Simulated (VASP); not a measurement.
# BaZnPF: electric field gradients, part 4 of 4

Wanted: the field gradients at the nuclei of BaZnPF. The cell has space group P4/nmm. The start is a cell from a database of measured crystal structures.

VASP 6.6.1, plane waves and PAW; the level of theory is named at each step.

So far. Step 3 (Local probes at PBE): The run ends at a pressure of 1.76 GPa, with forces up to 0.29 eV/Å. Step 4 (Local probes at PBEsol): The largest gradient is -13.93 V/Å², at P5.

## (5) Local probes at r2SCAN

This step: r2SCAN; plane waves and PAW (Ba_sv, Zn, P, F) (VASP 6.6.1).

Field gradients probe the charge near the nuclei, so LASPH is on and the cutoff is at least 1.4 times the default of the data sets; this run is at r2SCAN.

File INCAR:

```
SYSTEM = BaZnPF
PREC = Accurate
ENCUT = 560
EDIFF = 1E-07
NELM = 100
ISMEAR = -1
SIGMA = 0.05
LREAL = .FALSE.
ALGO = Normal
METAGGA = R2SCAN
LASPH = .TRUE.
NBANDS = 42
LORBIT = 11
LWAVE = .FALSE.
LCHARG = .FALSE.
KPAR = 2
LEFG = .TRUE.
```

File POSCAR:

```
BaZnPF
1.0
    4.1563400000      0.0000000000      0.0000000000
    0.0000000000      4.1563400000      0.0000000000
    0.0000000000      0.0000000000      9.4574300000
Ba Zn P F
2 2 2 2
Direct
    0.5000000000      0.0000000000      0.3317700000
    0.0000000000      0.5000000000      0.6682300000
    0.5000000000      0.5000000000      0.0000000000
    0.0000000000      0.0000000000      0.0000000000
    0.0000000000      0.5000000000      0.1491000000
    0.5000000000      0.0000000000      0.8509000000
    0.5000000000      0.5000000000      0.5000000000
    0.0000000000      0.0000000000      0.5000000000
```

File KPOINTS:

```
Automatic mesh
0
Gamma
8 8 4
0 0 0
```

PAW data sets: Ba_sv, Zn, P and F (PBE family, release 64).

The run is started by

```bash
mpirun -np 2 vasp_std
```

Output:

```text
[banner, memory and clock lines left out]
running    2 mpi-ranks, on    1 nodes
 distrk:  each k-point on    1 cores,    2 groups
 distr:  one band on    1 cores,    1 groups

 POSCAR found type information on POSCAR BaZnP F
 POSCAR found :  4 types and       8 ions
 [... a notice as in an earlier step ...]

 LDA part: xc-table for (None), standard interpolation
 POSCAR, INCAR and KPOINTS ok, starting setup
 FFT: planning ... GRIDC
 FFT: planning ... GRID_SOFT
 FFT: planning ... GRID
 WAVECAR not read
 entering main loop
       N       E                     dE             d eps       ncg     rms          rms(c)
DAV:   1     0.620067817915E+03    0.62007E+03   -0.33698E+04  3780   0.187E+03
DAV:   2    -0.344483885910E+02   -0.65452E+03   -0.62535E+03  4126   0.444E+02
DAV:   3    -0.123812836744E+03   -0.89364E+02   -0.88467E+02  4220   0.173E+02
DAV:   4    -0.128680138601E+03   -0.48673E+01   -0.48478E+01  5272   0.347E+01
DAV:   5    -0.128832198318E+03   -0.15206E+00   -0.15196E+00  5366   0.576E+00    0.120E+01
DAV:   6    -0.111412243079E+03    0.17420E+02   -0.11721E+01  4982   0.456E+01    0.886E+00
DAV:   7    -0.111369963988E+03    0.42279E-01   -0.40415E+00  4600   0.147E+01    0.484E+00
DAV:   8    -0.111412523983E+03   -0.42560E-01   -0.25258E-01  4492   0.326E+00    0.225E+00
DAV:   9    -0.111426516391E+03   -0.13992E-01   -0.59571E-02  4826   0.182E+00    0.265E-01
DAV:  10    -0.111428733616E+03   -0.22172E-02   -0.14716E-02  4766   0.801E-01    0.173E-01
DAV:  11    -0.111428853253E+03   -0.11964E-03   -0.33284E-03  4740   0.319E-01    0.695E-02
DAV:  12    -0.111429116929E+03   -0.26368E-03   -0.43586E-04  4428   0.161E-01    0.340E-02
DAV:  13    -0.111429096884E+03    0.20045E-04   -0.80994E-05  4926   0.507E-02    0.148E-02
DAV:  14    -0.111429098412E+03   -0.15282E-05   -0.75947E-06  4828   0.241E-02    0.825E-03
DAV:  15    -0.111429099934E+03   -0.15219E-05   -0.44806E-06  4650   0.120E-02    0.155E-03
DAV:  16    -0.111429099766E+03    0.16808E-06   -0.67313E-07  4386   0.567E-03    0.957E-04
DAV:  17    -0.111429099920E+03   -0.15377E-06   -0.45921E-08  2290   0.145E-03    0.631E-04
DAV:  18    -0.111429099801E+03    0.11843E-06   -0.63557E-08  2684   0.163E-03    0.131E-04
DAV:  19    -0.111429099780E+03    0.21708E-07   -0.18474E-08  2136   0.815E-04
ion   1
     0.0000000    -0.0000000    -0.0000000     0.1086693    -0.0000000     0.0000000
     0.0000600    -0.0000000    -0.0000000     0.1086693    -0.0000000     0.0000000
     0.0000826    -0.0000000    -0.0000000     0.1086693    -0.0000000     0.0000000
     0.0001137    -0.0000000    -0.0000000     0.1086693    -0.0000000     0.0000000
     0.0001566    -0.0000000    -0.0000000     0.1086693    -0.0000000     0.0000000

     0.0000000     0.0000000    -0.0000000     4.8283324    -0.0000000     0.0000000
     0.0000600     0.0000000    -0.0000000     4.8262565    -0.0000000     0.0000000
     0.0000826     0.0000000    -0.0000000     4.8251535    -0.0000000     0.0000000
     0.0001137     0.0000000    -0.0000000     4.8233991    -0.0000000     0.0000000
     0.0001566     0.0000000    -0.0000000     4.8206198    -0.0000000     0.0000000

ion   2
     0.0000000    -0.0000000    -0.0000000     0.1086693    -0.0000000     0.0000000
     0.0000600    -0.0000000    -0.0000000     0.1086693    -0.0000000     0.0000000
     0.0000826    -0.0000000    -0.0000000     0.1086693    -0.0000000     0.0000000
     0.0001137    -0.0000000    -0.0000000     0.1086693    -0.0000000     0.0000000
     0.0001566    -0.0000000    -0.0000000     0.1086693    -0.0000000     0.0000000

     0.0000000    -0.0000000    -0.0000000     4.8283324    -0.0000000     0.0000000
     0.0000600    -0.0000000    -0.0000000     4.8262565    -0.0000000     0.0000000
     0.0000826    -0.0000000    -0.0000000     4.8251535    -0.0000000     0.0000000
     0.0001137    -0.0000000    -0.0000000     4.8233991    -0.0000000     0.0000000
     0.0001566    -0.0000000    -0.0000000     4.8206198    -0.0000000     0.0000000

ion   3
     0.0000000    -0.0000000    -0.0000000     0.2557121    -0.0000000     0.0000000
     0.0000468    -0.0000000    -0.0000000     0.2557121    -0.0000000     0.0000000
     0.0000645    -0.0000000    -0.0000000     0.2557121    -0.0000000     0.0000000
     0.0000888    -0.0000000    -0.0000000     0.2557121    -0.0000000     0.0000000
     0.0001223    -0.0000000    -0.0000000     0.2557120    -0.0000000     0.0000000

     0.0000000     0.0000000    -0.0000000    -0.2157584    -0.0000000     0.0000000
     0.0000468     0.0000000    -0.0000000    -0.2157060    -0.0000000     0.0000000
     0.0000645     0.0000000    -0.0000000    -0.2156678    -0.0000000     0.0000000
     0.0000888     0.0000000    -0.0000000    -0.2156007    -0.0000000     0.0000000
     0.0001223     0.0000000    -0.0000000    -0.2154834    -0.0000000     0.0000000

ion   4
     0.0000000     0.0000000    -0.0000000     0.2557121     0.0000000     0.0000000
     0.0000468     0.0000000    -0.0000000     0.2557121     0.0000000     0.0000000
     0.0000645     0.0000000    -0.0000000     0.2557121     0.0000000     0.0000000
     0.0000888     0.0000000    -0.0000000     0.2557121     0.0000000     0.0000000
     0.0001223     0.0000000    -0.0000000     0.2557120     0.0000000     0.0000000

     0.0000000    -0.0000000    -0.0000000    -0.2157584     0.0000000     0.0000000
     0.0000468    -0.0000000    -0.0000000    -0.2157060     0.0000000     0.0000000
     0.0000645    -0.0000000    -0.0000000    -0.2156678     0.0000000     0.0000000
     0.0000888    -0.0000000    -0.0000000    -0.2156007     0.0000000     0.0000000
     0.0001223    -0.0000000    -0.0000000    -0.2154834     0.0000000     0.0000000

ion   5
     0.0000000    -0.0000000     0.0000000     0.4825369     0.0000000     0.0000000
     0.0000365    -0.0000000     0.0000000     0.4825369     0.0000000     0.0000000
     0.0000503    -0.0000000     0.0000000     0.4825369     0.0000000     0.0000000
     0.0000692    -0.0000000     0.0000000     0.4825369     0.0000000     0.0000000
     0.0000953    -0.0000000     0.0000000     0.4825369     0.0000000     0.0000000

     0.0000000    -0.0000000     0.0000000    10.5414548     0.0000000     0.0000000
     0.0000365    -0.0000000     0.0000000    10.5414302     0.0000000     0.0000000
     0.0000503    -0.0000000     0.0000000    10.5414151     0.0000000     0.0000000
     0.0000692    -0.0000000     0.0000000    10.5413900     0.0000000     0.0000000
     0.0000953    -0.0000000     0.0000000    10.5413486     0.0000000     0.0000000

ion   6
     0.0000000    -0.0000000    -0.0000000     0.4825369     0.0000000    -0.0000000
     0.0000365    -0.0000000    -0.0000000     0.4825369     0.0000000    -0.0000000
     0.0000503    -0.0000000    -0.0000000     0.4825369     0.0000000    -0.0000000
     0.0000692    -0.0000000    -0.0000000     0.4825369     0.0000000    -0.0000000
     0.0000953    -0.0000000    -0.0000000     0.4825369     0.0000000    -0.0000000

     0.0000000    -0.0000000    -0.0000000    10.5414548     0.0000000    -0.0000000
     0.0000365    -0.0000000    -0.0000000    10.5414302     0.0000000    -0.0000000
     0.0000503    -0.0000000    -0.0000000    10.5414151     0.0000000    -0.0000000
     0.0000692    -0.0000000    -0.0000000    10.5413900     0.0000000    -0.0000000
     0.0000953    -0.0000000    -0.0000000    10.5413486     0.0000000    -0.0000000

ion   7
     0.0000000    -0.0000000    -0.0000000    -2.2792194     0.0000000     0.0000000
     0.0000310    -0.0000000    -0.0000000    -2.2792194     0.0000000     0.0000000
     0.0000427    -0.0000000    -0.0000000    -2.2792193     0.0000000     0.0000000
     0.0000588    -0.0000000    -0.0000000    -2.2792193     0.0000000     0.0000000
     0.0000810    -0.0000000    -0.0000000    -2.2792192     0.0000000     0.0000000

     0.0000000    -0.0000000    -0.0000000    -9.1839055     0.0000000     0.0000000
     0.0000310    -0.0000000    -0.0000000    -9.1839019     0.0000000     0.0000000
     0.0000427    -0.0000000    -0.0000000    -9.1838996     0.0000000     0.0000000
     0.0000588    -0.0000000    -0.0000000    -9.1838956     0.0000000     0.0000000
     0.0000810    -0.0000000    -0.0000000    -9.1838889     0.0000000     0.0000000

ion   8
     0.0000000    -0.0000000    -0.0000000    -2.2792194    -0.0000000     0.0000000
     0.0000310    -0.0000000    -0.0000000    -2.2792194    -0.0000000     0.0000000
     0.0000427    -0.0000000    -0.0000000    -2.2792193    -0.0000000     0.0000000
     0.0000588    -0.0000000    -0.0000000    -2.2792193    -0.0000000     0.0000000
     0.0000810    -0.0000000    -0.0000000    -2.2792192    -0.0000000     0.0000000

     0.0000000    -0.0000000    -0.0000000    -9.1839055    -0.0000000     0.0000000
     0.0000310    -0.0000000    -0.0000000    -9.1839019    -0.0000000     0.0000000
     0.0000427    -0.0000000    -0.0000000    -9.1838996    -0.0000000     0.0000000
     0.0000588    -0.0000000    -0.0000000    -9.1838956    -0.0000000     0.0000000
     0.0000810    -0.0000000    -0.0000000    -9.1838889    -0.0000000     0.0000000

   1 F= -.11142910E+03 E0= -.11142909E+03  d E =-.192135E-04
```

Run time: 11 min. Hardware: 2 MPI ranks of AMD EPYC 7R43, shared host; peak memory 0.96 GiB; 22 min of CPU time.

Parts of OUTCAR (step 5):

```text
   NELECT =      68.0000    total number of electrons

 E-fermi :   3.5102

 k-point     1 :       0.0000    0.0000    0.0000
  band No.  band energies     occupation
    ...
     30       0.8252      2.00000
     31       0.8252      2.00000
     32       2.5445      2.00000
     33       3.0881      1.99957
     34       3.0881      1.99957
     35       3.8335      0.00310
     36       5.0062      0.00000
     37       5.8090      0.00000
     38       6.0655      0.00000
     39       7.2136      0.00000
    ...

  Total        0.2438579      0.2438579      0.6350452      0.0000000      0.0000000      0.0000000
  in kB        2.3913994      2.3913994      6.2275892      0.0000000      0.0000000      0.0000000
  external PRESSURE =       3.6701293 kB  Pullay stress =       0.0000000 kB

 POSITION                                       TOTAL-FORCE (eV/Angst)
 -----------------------------------------------------------------------------------
      2.07817      0.00000      3.13769        -0.000000      0.000000     -0.142106
      0.00000      2.07817      6.31974        -0.000000      0.000000      0.142106
      2.07817      2.07817      0.00000        -0.000000      0.000000      0.000000
      0.00000      0.00000      0.00000        -0.000000     -0.000000      0.000000
      0.00000      2.07817      1.41010        -0.000000     -0.000000     -0.217636
      2.07817      0.00000      8.04733         0.000000     -0.000000      0.217636
      2.07817      2.07817      4.72872        -0.000000      0.000000      0.000000
      0.00000      0.00000      4.72872         0.000000     -0.000000      0.000000
 -----------------------------------------------------------------------------------
    total drift:                                0.000000     -0.000000     -0.000000

  FREE ENERGIE OF THE ION-ELECTRON SYSTEM (eV)
  ---------------------------------------------------
  free  energy   TOTEN  =      -111.4290997796 eV

  energy  without entropy=     -111.4290805661  energy(sigma->0) =     -111.42909017

 Electric field gradients after diagonalization (V/A^2)
 (convention: |V_zz| > |V_xx| > |V_yy|)
----------------------------------------------------------------------
 ion       V_xx      V_yy      V_zz     asymmetry (V_yy - V_xx)/ V_zz
----------------------------------------------------------------------
   1       3.079     3.079    -6.157       0.000
   2       3.079     3.079    -6.157       0.000
   3      -0.109    -0.109     0.217       0.000
   4      -0.109    -0.109     0.217       0.000
   5       6.519     6.519   -13.039       0.000
   6       6.519     6.519   -13.039       0.000
   7      -5.905    -5.905    11.809       0.000
   8      -5.905    -5.905    11.809       0.000
----------------------------------------------------------------------

[... 9 parts as in an earlier step ...]

[... 8 further parts left out ...]
```

This step gave:

- free energy (TOTEN): -111.4291 eV
- Fermi energy: 3.510 eV
- pressure: 0.3670 GPa

Ordered as |Vzz| ≥ |Vxx| ≥ |Vyy|, the program's way. Electric field gradients, by row:

```
atom  Vxx (V/Å²)  Vyy (V/Å²)  Vzz (V/Å²)  asymmetry
 Ba1       3.079       3.079      -6.157          0
 Ba2       3.079       3.079      -6.157          0
 Zn3      -0.109      -0.109       0.217          0
 Zn4      -0.109      -0.109       0.217          0
  P5       6.519       6.519      -13.04          0
  P6       6.519       6.519      -13.04          0
  F7      -5.905      -5.905       11.81          0
  F8      -5.905      -5.905       11.81          0
```

The largest gradient is -13.04 V/Å², at P5.

The run ends at a pressure of 0.37 GPa, with forces up to 0.22 eV/Å.

## (6) Summary

This step: electric field gradients, LDA, PBE, PBEsol, r2SCAN; plane waves and PAW (VASP 6.6.1).

Derived from the runs above.

Cost is wall time times ranks on a shared host. EFG, by row:

```
functional  Vzz Ba1 (V/Å²)  Vzz Zn3 (V/Å²)  Vzz P5 (V/Å²)  Vzz F7 (V/Å²)  cost (core minutes)
       LDA          -7.485          -1.102         -13.91          12.01                 4.97
       PBE          -9.286          -0.209         -14.31          12.66                 5.53
    PBEsol          -8.734          -0.579         -13.93          12.62                 5.17
    r2SCAN          -6.157           0.217         -13.04          11.81                 22.2
```

## (7) What came out

* LDA: largest |Vzz| 13.9 V/Å²
* PBE: largest |Vzz| 14.3 V/Å²
* PBEsol: largest |Vzz| 13.9 V/Å²
* r2SCAN: largest |Vzz| 13.0 V/Å²

**Reading.** The largest field gradient is that at P5, Vzz = -13.9 V/Å² at LDA, with an asymmetry of 0.00. On that site the functionals span -14.3 to -13.0 V/Å², at costs of 5.0 to 22 core minutes. For isotopes with a quadrupole moment, the coupling follows from Vzz times that moment. Kohn-Sham core levels are too shallow against measured binding energies; only differences between inequivalent sites of one element, where there are any, carry meaning. The given cell is kept, although it stands at -3.8 GPa at LDA and ENCUT = 560 eV, which holds the mismatch of the given cell with this functional, any error of the entry itself and any basis-set error. The atoms weren't relaxed and carry forces of up to 0.25 eV/Å at LDA, so the numbers belong to the given coordinates, and a relaxation would change them. Not tabulated here, as repeats of values shown or as unfit to read for their mesh, reference level or band range: gaps (local probes).

[Lines on the potential files, build, host, timing and source positions are cut from VASP's logs without a mark.]

[Logs are printed without paths, hosts, clocks, repeated set-up lines and the standing remarks that a program may print on its own settings, such as how far it seeks lower states.]

[Hosts, paths, dates, database ids (printed as entryN), source tags and the programs' standing remarks are cut or masked in the printed files.]
